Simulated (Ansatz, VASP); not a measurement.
# Tl2Te in two plane-wave programs, part 2 of 2

One calculation is typed for both programs; each brings its own data sets. How far apart do they land? The cell is generated by rule, not measured, and may not be a known phase. The cell is taken from a series of runs on this material, whose earlier steps may have relaxed, scaled, displaced or heated it; both programs get it as it stands.

VASP 6.6.1 and Ansatz 0.2.0.

So far: The structure; VASP: zone-centre phonons, PBEsol.

### Step 2. VASP: zone-centre phonons, PBEsol (continued)

Level of this step: PBEsol; plane waves and PAW (Te, Tl_d); invented cell (VASP).

Numbers of over 12 decimals in the logs are rounded to 6 here.

OUTCAR, selected parts (step 2):

```text
ion  position               nearest neighbor table
   1  0.500  0.500  0.373-   4 3.20   6 3.20   4 3.20   6 3.20   5 3.20   3 3.20
   2  0.000  0.000  0.627-   3 3.20   5 3.20   3 3.20   5 3.20   4 3.20   6 3.20
   3  0.500  0.266  0.789-   2 3.20   2 3.20   1 3.20   6 3.51   6 3.51   5 3.58   5 4.07
   4  0.000  0.766  0.211-   1 3.20   1 3.20   2 3.20   5 3.51   5 3.51   6 3.58   6 4.07
   5  0.500  0.734  0.789-   2 3.20   2 3.20   1 3.20   4 3.51   4 3.51   3 3.58   3 4.07
   6  0.000  0.234  0.211-   1 3.20   1 3.20   2 3.20   3 3.51   3 3.51   4 3.58   4 4.07

  LATTYP: Found a simple orthorhombic cell.
 ALAT       =     4.4817192596
 B/A-ratio  =     1.4214516691
 C/A-ratio  =     1.7070533418

 Subroutine GETGRP returns: Found  8 space group operations
 (whereof  4 operations were pure point group operations)

The static configuration has the point symmetry C_2v.
 The point group associated with its full space group is D_2h.

 Found     60 irreducible k-points:

   k-points           NKPTS =     60   k-points in BZ     NKDIM =     60   number of bands    NBANDS=     39

   dimension x,y,z NGX =    36 NGY =   56 NGZ =   48
   dimension x,y,z NGXF=    72 NGYF=  112 NGZF=   96

   ENCUT  =  500.0 eV  36.75 Ry    6.06 a.u.   8.17 13.95 11.61*2*pi/ulx,y,z

   NELECT =      64.0000    total number of electrons

 k-points in reciprocal lattice and weights: Automatic mesh
   0.00000000  0.00000000  0.00000000       0.005
   0.12500000  0.00000000  0.00000000       0.010
   0.25000000  0.00000000  0.00000000       0.010
   0.37500000  0.00000000  0.00000000       0.010
   0.50000000  0.00000000  0.00000000       0.005
   0.00000000  0.25000000  0.00000000       0.010
   0.12500000  0.25000000  0.00000000       0.021
   0.25000000  0.25000000  0.00000000       0.021
   0.37500000  0.25000000  0.00000000       0.021
[...]
0.37500000  0.50000000  0.50000000       0.010
   0.50000000  0.50000000  0.50000000       0.005

 average (electrostatic) potential at core
       1 -89.3769       2 -89.3769       3 -84.7733       4 -84.7733       5 -84.7733
       6 -84.7733

 Eigenvectors and eigenvalues of the dynamical matrix
 ----------------------------------------------------

   1 f  =    3.261586 THz    20.493149 2PiTHz  108.794798 cm-1    13.488830 meV
             X         Y         Z           dx          dy          dz
      2.240860  3.825267  2.373039    -0.000000    0.634461    0.000000
      0.000000  0.000000  3.997509     0.000000   -0.634461    0.000000
      2.240860  2.036563  5.024095    -0.000000    0.068745    0.209771
      0.000000  5.861830  1.346452     0.000000   -0.068745    0.209771
      2.240860  5.613971  5.024095    -0.000000    0.068745   -0.209771
      0.000000  1.788704  1.346452     0.000000   -0.068745   -0.209771

   2 f  =    2.656197 THz    16.689380 2PiTHz   88.601207 cm-1    10.985145 meV
             X         Y         Z           dx          dy          dz
      2.240860  3.825267  2.373039    -0.000000   -0.000000    0.552656
      0.000000  0.000000  3.997509     0.000000    0.000000   -0.552656
      2.240860  2.036563  5.024095    -0.000000    0.256172   -0.177936
      0.000000  5.861830  1.346452     0.000000    0.256172    0.177936
      2.240860  5.613971  5.024095    -0.000000   -0.256172   -0.177936
      0.000000  1.788704  1.346452     0.000000   -0.256172    0.177936

   3 f  =    2.561429 THz    16.093934 2PiTHz   85.440082 cm-1    10.593215 meV
             X         Y         Z           dx          dy          dz
      2.240860  3.825267  2.373039     0.000000    0.000000    0.617528
      0.000000  0.000000  3.997509    -0.000000    0.000000    0.617528
      2.240860  2.036563  5.024095     0.000000   -0.001725   -0.243570
      0.000000  5.861830  1.346452    -0.000000    0.001725   -0.243570
      2.240860  5.613971  5.024095     0.000000    0.001725   -0.243570
      0.000000  1.788704  1.346452    -0.000000   -0.001725   -0.243570

   4 f  =    2.557943 THz    16.072032 2PiTHz   85.323806 cm-1    10.578799 meV
             X         Y         Z           dx          dy          dz
      2.240860  3.825267  2.373039     0.601963    0.000000   -0.000000
      0.000000  0.000000  3.997509    -0.601963    0.000000   -0.000000
      2.240860  2.036563  5.024095     0.262337   -0.000000    0.000000
      0.000000  5.861830  1.346452    -0.262337    0.000000    0.000000
      2.240860  5.613971  5.024095     0.262337   -0.000000    0.000000
      0.000000  1.788704  1.346452    -0.262337   -0.000000    0.000000

   5 f  =    2.485869 THz    15.619173 2PiTHz   82.919650 cm-1    10.280722 meV
             X         Y         Z           dx          dy          dz
      2.240860  3.825267  2.373039    -0.000000   -0.616829    0.000000
      0.000000  0.000000  3.997509    -0.000000   -0.616829    0.000000
      2.240860  2.036563  5.024095     0.000000    0.243147    0.025312
      0.000000  5.861830  1.346452     0.000000    0.243147   -0.025312
      2.240860  5.613971  5.024095     0.000000    0.243147   -0.025312
      0.000000  1.788704  1.346452     0.000000    0.243147    0.025312

   6 f  =    2.417971 THz    15.192558 2PiTHz   80.654822 cm-1     9.999919 meV
             X         Y         Z           dx          dy          dz
      2.240860  3.825267  2.373039    -0.617406    0.000000    0.000000
      0.000000  0.000000  3.997509    -0.617406    0.000000    0.000000
      2.240860  2.036563  5.024095     0.243731   -0.000000   -0.000000
      0.000000  5.861830  1.346452     0.243731   -0.000000   -0.000000
      2.240860  5.613971  5.024095     0.243731   -0.000000    0.000000
      0.000000  1.788704  1.346452     0.243731   -0.000000   -0.000000

   7 f  =    1.995437 THz    12.537700 2PiTHz   66.560610 cm-1     8.252460 meV
             X         Y         Z           dx          dy          dz
      2.240860  3.825267  2.373039    -0.000000    0.000000   -0.001306
      0.000000  0.000000  3.997509     0.000000   -0.000000   -0.001306
      2.240860  2.036563  5.024095    -0.000000   -0.499996    0.001886
      0.000000  5.861830  1.346452    -0.000000    0.499996    0.001886
      2.240860  5.613971  5.024095     0.000000    0.499996    0.001886
      0.000000  1.788704  1.346452     0.000000   -0.499996    0.001886

   8 f  =    1.970371 THz    12.380206 2PiTHz   65.724501 cm-1     8.148796 meV
             X         Y         Z           dx          dy          dz
      2.240860  3.825267  2.373039     0.000000   -0.000000   -0.042266
      0.000000  0.000000  3.997509     0.000000   -0.000000    0.042266
      2.240860  2.036563  5.024095    -0.000000   -0.253174   -0.430128
      0.000000  5.861830  1.346452    -0.000000   -0.253174    0.430128
      2.240860  5.613971  5.024095     0.000000    0.253174   -0.430128
      0.000000  1.788704  1.346452     0.000000    0.253174    0.430128

   9 f  =    1.565159 THz     9.834186 2PiTHz   52.208095 cm-1     6.472976 meV
             X         Y         Z           dx          dy          dz
      2.240860  3.825267  2.373039    -0.000000   -0.221789   -0.000000
      0.000000  0.000000  3.997509     0.000000    0.221789   -0.000000
      2.240860  2.036563  5.024095    -0.000000   -0.235122    0.412459
      0.000000  5.861830  1.346452    -0.000000    0.235122    0.412459
      2.240860  5.613971  5.024095     0.000000   -0.235122   -0.412459
      0.000000  1.788704  1.346452     0.000000    0.235122   -0.412459

  10 f  =    1.519229 THz     9.545599 2PiTHz   50.676032 cm-1     6.283024 meV
             X         Y         Z           dx          dy          dz
      2.240860  3.825267  2.373039    -0.000000   -0.000000    0.000000
      0.000000  0.000000  3.997509     0.000000   -0.000000   -0.000000
      2.240860  2.036563  5.024095     0.500000   -0.000000    0.000000
      0.000000  5.861830  1.346452     0.500000    0.000000    0.000000
      2.240860  5.613971  5.024095    -0.500000   -0.000000   -0.000000
      0.000000  1.788704  1.346452    -0.500000   -0.000000   -0.000000

  11 f  =    1.181149 THz     7.421377 2PiTHz   39.398884 cm-1     4.884837 meV
             X         Y         Z           dx          dy          dz
      2.240860  3.825267  2.373039    -0.000000    0.000000   -0.000000
      0.000000  0.000000  3.997509    -0.000000   -0.000000   -0.000000
      2.240860  2.036563  5.024095    -0.500000   -0.000000    0.000000
      0.000000  5.861830  1.346452     0.500000    0.000000   -0.000000
      2.240860  5.613971  5.024095     0.500000   -0.000000   -0.000000
      0.000000  1.788704  1.346452    -0.500000   -0.000000    0.000000

  12 f  =    1.116379 THz     7.014418 2PiTHz   37.238403 cm-1     4.616971 meV
             X         Y         Z           dx          dy          dz
      2.240860  3.825267  2.373039     0.000000   -0.029668   -0.000000
      0.000000  0.000000  3.997509    -0.000000   -0.029668   -0.000000
      2.240860  2.036563  5.024095    -0.000000    0.014351   -0.499354
      0.000000  5.861830  1.346452     0.000000    0.014351    0.499354
      2.240860  5.613971  5.024095     0.000000    0.014351    0.499354
      0.000000  1.788704  1.346452    -0.000000    0.014351   -0.499354

  13 f  =    0.974449 THz     6.122646 2PiTHz   32.504131 cm-1     4.029997 meV
             X         Y         Z           dx          dy          dz
      2.240860  3.825267  2.373039     0.371000   -0.000000    0.000000
      0.000000  0.000000  3.997509    -0.371000    0.000000    0.000000
      2.240860  2.036563  5.024095    -0.425652    0.000000    0.000000
      0.000000  5.861830  1.346452     0.425652   -0.000000    0.000000
      2.240860  5.613971  5.024095    -0.425652    0.000000   -0.000000
      0.000000  1.788704  1.346452     0.425652   -0.000000   -0.000000
    [... 43 further lines ...]
      2.240860  5.613971  5.024095     0.000000   -0.436662    0.002317
      0.000000  1.788704  1.346452     0.000000   -0.436662   -0.002317

 ELASTIC MODULI CONTR FROM IONIC RELAXATION (kBar)
 Direction    XX          YY          ZZ          XY          YZ          ZX
 --------------------------------------------------------------------------------
 XX         -93.2574    -88.9491    -21.8930      0.0000     -0.0000      0.0000
 YY         -88.9491   -120.3273    -85.6155      0.0000      0.0000      0.0000
 ZZ         -21.8930    -85.6155   -135.7478     -0.0000      0.0000      0.0000
 XY           0.0000      0.0000     -0.0000    -98.0256     -0.0000     -0.0000
 YZ           0.0000      0.0000     -0.0000     -0.0000   -112.5263     -0.0000
 ZX           0.0000      0.0000      0.0000     -0.0000     -0.0000    -22.0229
 --------------------------------------------------------------------------------
```

### Step 3. Ansatz: zone-centre phonons, PBEsol

Ansatz runs on its default PAW (the set named soft_2) files.

The same cell, functional, mesh and smearing now go to Ansatz, which takes its cutoff from its data sets.

input.yaml reads:

```yaml
crystal:
  lattice:
    - [4.4817192596, 0.0, 0.0]
    - [0.0, 7.6505338393, 0.0]
    - [0.0, 0.0, 6.3705473221]
  atoms:
    - { symbol: Te, position: [0.5, 0.5, 0.3725015512] }
    - { symbol: Te, position: [0.0, 0.0, 0.6274984488] }
    - { symbol: Tl, position: [0.5, 0.2661987729, 0.7886441528] }
    - { symbol: Tl, position: [0.0, 0.7661987729, 0.2113558472] }
    - { symbol: Tl, position: [0.5, 0.7338012271, 0.7886441528] }
    - { symbol: Tl, position: [0.0, 0.2338012271, 0.2113558472] }
kpoints:
  mp_grid: { grid: [8, 4, 6] }
hamiltonian:
  xc: pbesol
scf:
  occupations: { method: gaussian, width: 0.01 }
output:
  eigenvalues: true
phonons:
  method: dfpt
```

Command:

```console
$ ansatz run input.yaml --threads 4 --pin off --max-ram 7168MiB --backend cpu --events-out ev --progress --plain --runs-dir out
```

The log of the run:

```text
zone centre: on kpoints.mp_grid the ground state, and the responses unless they are solved on pairs of k-points, stand on 70 of the mesh's 192 k-points, reduced under 2 symmetry operations, with k and −k counted as one. Each operation leaves every solved displacement unchanged or reverses it
Engine: ansatz 0.2.0, aarch64-unknown-linux-gnu
Pseudopotentials: kind: paw
Pseudopotential: Te, paw, valence charge 16, recommended cutoff 420 eV (normal), Te.paw.azcp
Pseudopotential: Tl, paw, valence charge 13, recommended cutoff 420 eV (normal), Tl.paw.azcp
Functional definition: PBEsol
  exchange = pbesol_x
  correlation = pbesol_c
Crystal: 6 atoms, lattice volume = 218.430 Å³
Basis set: ecut = 420 eV, 4263 PW (Γ), exchange–correlation on 60×108×90 points (8 copies of the dense FFT grid, shifted against one another)
Bands: 51, of which v1, the nominal top of the filled ones, is band 42 counted from 1 (41 counted from 0)
Symmetry: 8 space group operations
k-points: 70 of 192 (irreducible under 2 space group operations, time reversal used)
Non-local potential: Te, projectors of the file, l = 0: 2, l = 1: 2, l = 2: 2, l = 3: 2
Non-local potential: Tl, projectors of the file, l = 0: 2, l = 1: 2, l = 2: 2, l = 3: 1
PAW form: soft (Blöchl's): semilocal exchange-correlation on the pseudo side does not see the compensation charge
PAW frozen core: Te, regenerated for the run's functional, and the local potential with it (the file was generated under x = pbe(κ = 0.804, μ = 0.219515), c = pbe(β = 0.066725))
PAW frozen core: Tl, regenerated for the run's functional, and the local potential with it (the file was generated under x = pbe(κ = 0.804, μ = 0.219515), c = pbe(β = 0.066725))
PAW one-centre angular grid: Te, 590 points (default); XC on 64 Gauss nodes
PAW one-centre angular grid: Tl, 590 points (default); XC on 64 Gauss nodes
Initial density: superposition of atomic densities (neutral atoms: chi_scale 0, normalization atom), corrected by the library's trained network
Initial wavefunctions: pseudopotential atomic-orbital guess
Functional: x = pbesol(κ = 0.804, μ = 0.123457), c = pbesol(β = 0.046)
SCF iter   1: F=—  HF=-58986.766602 eV  |F-HF|=—  |Δ(HF+E_count)|=         —  Δρ=2.62e-3  dr2=2.18e-2  ethr=1.77e-3  ⟨swp⟩=7.1  Hψ=14822  notcnv=0
preconditioner: auto → LDOS  [insulator: Δε(μ)=0.131 eV  Ē_g=11.569 eV  σ=0.010 eV  W_gap=0.50  n_scr=42 (ndim 8)  ℏωp=20.1 eV  f_vac=0.076  D(μ)=1.18/eV (n_scr^D=4)  ε∞_Penn≈4.0  β→1.0]
SCF iter   2: F=—  HF=-58986.762153 eV  |F-HF|=—  |Δ(HF+E_count)|=   4.45e-3  Δρ=2.18e-3  dr2=1.47e-2  ethr=2.59e-5  ⟨swp⟩=3.0  Hψ=9308  notcnv=0  defer=205
SCF iter   3: F=—  HF=-58986.756428 eV  |F-HF|=—  |Δ(HF+E_count)|=   5.72e-3  Δρ=3.56e-4  dr2=5.02e-4  ethr=1.75e-5  ⟨swp⟩=2.9  Hψ=6341  notcnv=0  defer=205
SCF iter   4: F=—  HF=-58986.756339 eV  |F-HF|=—  |Δ(HF+E_count)|=   8.96e-5  Δρ=1.07e-4  dr2=4.46e-5  ethr=5.98e-7  ⟨swp⟩=2.1  Hψ=6145  notcnv=0  defer=205
SCF iter   5: F=—  HF=-58986.756333 eV  |F-HF|=—  |Δ(HF+E_count)|=   5.72e-6  Δρ=2.49e-5  dr2=1.77e-6  ethr=5.31e-8  ⟨swp⟩=2.0  Hψ=6025  notcnv=0  defer=205
SCF iter   6: F=—  HF=-58986.756357 eV  |F-HF|=—  |Δ(HF+E_count)|=   2.43e-5  Δρ=9.36e-6  dr2=4.14e-7  ethr=2.11e-9  ⟨swp⟩=2.0  Hψ=5605  notcnv=0  defer=205
SCF iter   7: F=—  HF=-58986.756357 eV  |F-HF|=—  |Δ(HF+E_count)|=   1.12e-8  Δρ=2.29e-6  dr2=1.40e-8  ethr=4.92e-10  ⟨swp⟩=2.0  Hψ=5394  notcnv=0  defer=205
SCF iter   8: F=—  HF=-58986.756357 eV  |F-HF|=—  |Δ(HF+E_count)|=   2.08e-8  Δρ=5.49e-7  dr2=1.17e-9  ethr=1.67e-11  ⟨swp⟩=2.0  Hψ=5605  notcnv=0  defer=205
SCF iter   9: F=—  HF=-58986.756357 eV  |F-HF|=—  |Δ(HF+E_count)|=   1.61e-9  Δρ=1.86e-7  dr2=1.25e-10  ethr=1.40e-12  ⟨swp⟩=2.7  Hψ=6105  notcnv=0  defer=205
SCF iter  10: F=-58986.756357 eV  HF=-58986.756357 eV  |F-HF|=7.28e-12  |Δ(HF+E_count)|=  1.60e-10  Δρ=3.62e-8  dr2=5.38e-12  ethr=1.00e-12  ⟨swp⟩=10.6  Hψ=20178  notcnv=0
SCF 1 converged in 10 iterations: F = -58986.756357 eV  dr2 = 5.38e-12
  greatest PAW one-centre occupation: 0.998 electrons in one spin orbital (limit 2), on the Te atom at site 1 (counted from 0), in its partial waves of l = 2
DFPT response loops at Γ: preconditioner auto → Kerker (q_TF=auto, 2.327 Å⁻¹) (partly filled bands, converged f_vac=0.074); β = 1.00, the filter's whole step (`scf.mixing.beta` (0.50) is not read by the response loops under this deck's `scf.mixing.preconditioner`; to damp them name `kerker` or `kerker_dos`, under which they read `scf.mixing.beta`, and type it under 1.00, their step now; both keys bind the ground state too); Broyden in place of MSR1
SCF converged after 10 iterations
Free energy (F): -58986.756357 eV
Harris-Foulkes:  -58986.756357 eV  (|F-HF|=7.28e-12)
Internal energy: -58986.756299 eV  (E = F + TS)
E sigma→0 (E₀):  -58986.756328 eV
Entropy (-TS):   -0.000059 eV (-0.010 meV/atom)
Fermi energy:    7.313310 eV
--- Per-component energies (eV) ---
  E_band       = -673.047433
  E_kinetic    = 1692.610085
  E_local      = -7165.833871  (includes V_loc(G=0)·N_el)
  E_nonlocal   = 662.523613
  E_hartree    = 3382.028005
  E_xc         = -1162.247848
  E_vxc        = -776.957120  (∫ρ·V_xc dr)
  E_paw        = -49235.741986  (= ΣΔE_a)
  E_vpaw       = -1849.445979  (= ΣTr[D̂ρ^β])
  E_aug_tail   = -0.000257  (compensation charges beyond the density's cutoff)
  E_ewald      = -7160.996730
  E_core_change = 0.902691  (= ΣΔE_core)
  E_smearing   = -0.000059  (= −TS)
  E_closure    = -0.000000  (closes the sum)
  Σ components = -58986.756357   (vs F -58986.756357, Δ=0.00e0)
--- Band table (eV; the first three rows and the last of 70) ---
  k-point 0: bands = [... 38 lower, 5.5981, 6.2993, 6.3415, 6.4072, 7.6835, 8.3795, 9.6426, 10.5922, ... 5 higher]
  k-point 1: bands = [... 38 lower, 6.1000, 6.3732, 6.3944, 6.6652, 7.6217, 8.4177, 9.7650, 10.3538, ... 5 higher]
  k-point 2: bands = [... 38 lower, 6.2803, 6.4217, 7.0390, 7.1085, 7.8656, 8.4992, 10.0106, 10.0157, ... 5 higher]
  k-point 69: bands = [... 38 lower, 6.0182, 6.0182, 6.2040, 6.2040, 7.9843, 7.9843, 9.6844, 9.6844, ... 5 higher]
--- Phonons (Γ-DFPT): 6 representative perturbations + reference, on 70 of 192 k-points (Σ response iterations 18) ---
  k mesh reduced under 2 symmetry operations, with k and −k counted as one. Each operation leaves every solved displacement unchanged or reverses it
  ASR residual: 1.012e-4 → 0.000e0 eV/Å²; symmetrization residual: 4.008e-5 eV/Å²
  ASR residual per site (eV/Å²): 1.01e-4 1.01e-4 3.05e-5 3.05e-5 3.05e-5 3.05e-5
  Γ frequencies (cm⁻¹): 0.00 0.00 0.00 27.16 30.80 32.43 37.28 39.31 50.49 52.01 65.83 66.45 80.34 82.60 84.79 85.06 88.25 108.24
  non-analytic LO–TO correction: not included (Born effective charges unavailable; polar crystals: no LO–TO splitting at Γ)
```

The column dr2 measures how far the density is from self-consistency, as an energy; F and HF (Harris–Foulkes) agree once it is small.

### Step 4. Comparison

Known differences besides the potentials themselves: the data sets hold 84 valence electrons in Ansatz (on its default PAW (the set named soft_2) files) and 64 in VASP; the cutoff is 420 eV in Ansatz and 500 eV in VASP; Ansatz makes its cores anew for this functional, VASP keeps those of its PBE data sets. Total energies have different zeros and are not compared.

The two programs side by side:

```csv
quantity,Ansatz,VASP,difference
optical mode 1 (cm⁻¹),27.2,27.0,+0.2
optical mode 2 (cm⁻¹),30.8,30.8,0.0
optical mode 3 (cm⁻¹),32.4,32.5,-0.1
optical mode 4 (cm⁻¹),37.3,37.2,0.0
optical mode 5 (cm⁻¹),39.3,39.4,-0.1
optical mode 6 (cm⁻¹),50.5,50.7,-0.37 %
optical mode 7 (cm⁻¹),52.0,52.2,-0.38 %
optical mode 8 (cm⁻¹),65.8,65.7,+0.16 %
optical mode 9 (cm⁻¹),66.5,66.6,-0.17 %
optical mode 10 (cm⁻¹),80.3,80.7,-0.39 %
optical mode 11 (cm⁻¹),82.6,82.9,-0.39 %
optical mode 12 (cm⁻¹),84.8,85.3,-0.63 %
optical mode 13 (cm⁻¹),85.1,85.4,-0.44 %
optical mode 14 (cm⁻¹),88.2,88.6,-0.40 %
optical mode 15 (cm⁻¹),108.2,108.8,-0.51 %
```

Modes are paired by rising frequency, not by their patterns, so a pair may set unlike modes beside each other; they are those without the splitting of longitudinal modes.

### Step 5. Summary of results

| Quantity | Value |
| --- | --- |
| r.m.s. difference of the optical zone-centre modes, each program's sorted by frequency (zone-centre phonons, PBEsol) | 0.28 cm⁻¹ |
| difference in optical mode 12 (zone-centre phonons, PBEsol) | -0.6 % |

In words: The r.m.s. difference of the optical zone-centre modes, each program's sorted by frequency is 0.28 cm⁻¹ (zone-centre phonons, PBEsol). The data sets hold unlike numbers of valence electrons (84 in Ansatz and 64 in VASP), so part of the differences comes from the potentials. Among the rows given in per cent, the largest difference of the zone-centre phonons, PBEsol pair is in optical mode 12, -0.6 %. How closely two codes agree says nothing of how well the functional describes the real material.

[Lines on the potential files, build, host, timing and source positions are cut from VASP's logs without a mark.]

[Logs are printed without paths, hosts, clocks, repeated set-up lines and the standing remarks that a program may print on its own settings, such as how far it seeks lower states.]

[Hosts, paths, dates, database ids (printed as entryN), source tags and the programs' standing remarks are cut or masked in the printed files.]
